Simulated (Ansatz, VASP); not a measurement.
**One calculation of ZnCl4, two programs**

```xyz
5
Lattice="-3.0733 3.0733 3.0733 3.0733 -3.0733 3.0733 3.0733 3.0733 -3.0733" Properties=species:S:1:pos:R:3 pbc="T T T"
Zn    0.0000    0.0000    0.0000
Cl    1.5366    1.5366   -1.5366
Cl    1.5366   -1.5366    1.5366
Cl   -1.5366    1.5366    1.5366
Cl    1.5366    1.5366    1.5366
```

Change from the starting cell: species swapped into the CrGa4 type (Im-3m, No. 229).

Alike in both runs: functional PBE; k mesh 10 × 10 × 10; occupations gaussian, width 0.1 eV; no spin polarisation.

Ansatz relaxed the structure, and its values are those at the end. VASP's run is a single point on that final structure, the one shown.

```csv
,VASP,Ansatz
version,VASP 6.6.1,Ansatz 0.2.0
potentials or method,"VASP PAW PBE potentials, release 64 (Zn, Cl)","scalar-relativistic, plane waves, PAW"
plane-wave cutoff (eV),520,420
valence electrons in the cell,40,40
```

|  | VASP | Ansatz | Ansatz less VASP |
| --- | --- | --- | --- |
| gap on the k mesh at the Fermi level (eV) | none | none | - |
| pressure (GPa) | 0.0 | 0.0 | +0.04 |

A gap of «none» marks a metal or a gap that the smearing closes. With one functional, cell and mesh, what is left measures potentials, basis and numerics.
